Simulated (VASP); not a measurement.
All values below come from PBE GGA with D3 dispersion (zero damping), VASP's PBE PAW potentials (set 64) (plane waves; VASP 6.6.1).

VASP input:

### KPOINTS
```
Automatic mesh
0
Gamma
8 8 8
0 0 0
```

POSCAR:
```
Rb
1
   -2.8250000000     2.8250000000     2.8250000000
    2.8250000000    -2.8250000000     2.8250000000
    2.8250000000     2.8250000000    -2.8250000000
Rb
1
Direct
  0.0000000000   0.0000000000   0.0000000000
```

**INCAR**
```
ALGO = Normal
EDIFF = 1E-6
EDIFFG = -0.01
ENCUT = 520
GGA = PE
IBRION = 2
ISIF = 3
ISMEAR = 1
IVDW = 11
LASPH = .True.
LCHARG = .False.
LMAXMIX = 4
LREAL = .False.
LWAVE = .False.
NELM = 100
NSW = 60
PREC = Accurate
SIGMA = 0.1
SYSTEM = Rb
```

POTCAR, in this order: Rb_sv (PBE.64 set). Program: vasp_std.

What will the output report for the number of irreducible k-points (NKPTS), largest plane-wave count, number of space-group operations, FFT grid (NGX, NGY, NGZ)?

```
Item                                           Value
--------------------------------------  ------------
number of irreducible k-points (NKPTS)            29
largest plane-wave count                        2491
number of space-group operations                  48
FFT grid (NGX, NGY, NGZ)                36 × 36 × 36
```

The compound is Rb in the bcc structure. This run relaxes it. Symmetry was kept, so distortions that lower it aren't found.
